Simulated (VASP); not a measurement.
Energy against volume of TiAl (L1_0). These are TPSS meta-GGA, VASP's PBE PAW potentials (set 64) (plane waves; VASP 6.6.1) values and carry that method's errors. Run with 520 eV cut-off, 13×13×9 Γ-centred mesh, first-order Methfessel-Paxton smearing of 0.10 eV, potentials Ti_sv Al.

Shape and ions are relaxed at each volume.

```
V (Å³/atom)  E (eV/atom)
-----------  -----------
15.456         -11.81865
15.934         -11.82557
16.412         -11.82166
16.890         -11.80838
```

Q: Fit these four points and predict the energy of the run at 14.978 Å³/atom.

A: A cubic in V^(−2/3), the third-order Birch-Murnaghan form, passes through the four points with V0 = 15.99 Å³/atom and B0 = 119 GPa, and gives -11.7992 eV/atom there. The run gave -11.7992 eV/atom, -0.0 meV/atom from the fit; all five points give B0 = 119 GPa.

The compound is TiAl in the L1_0 structure. It was relaxed first.
